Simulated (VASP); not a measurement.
Energy against volume of CuI (zinc blende). Level of theory: AM05 GGA, VASP's PBE PAW potentials (set 64) (plane waves; VASP). Run with 520 eV cut-off, 8×8×8 Γ-centred mesh, Gaussian smearing of 0.050 eV, potentials Cu I.

| V (Å³/atom) | E (eV/atom) |
|---|---|
| 25.837 | -2.90004 |
| 26.636 | -2.90349 |
| 27.435 | -2.90020 |
| 28.234 | -2.89133 |

Question: Fit these four points and predict the energy of the run at 25.038 Å³/atom.

Answer: A cubic in V^(−2/3), the third-order Birch-Murnaghan form, passes through the four points with V0 = 26.62 Å³/atom and B0 = 45 GPa, and gives -2.8885 eV/atom there. The run gave -2.8885 eV/atom, -0.1 meV/atom from the fit; all five points give B0 = 45 GPa.

The compound is CuI in the zinc blende structure. It was relaxed first.
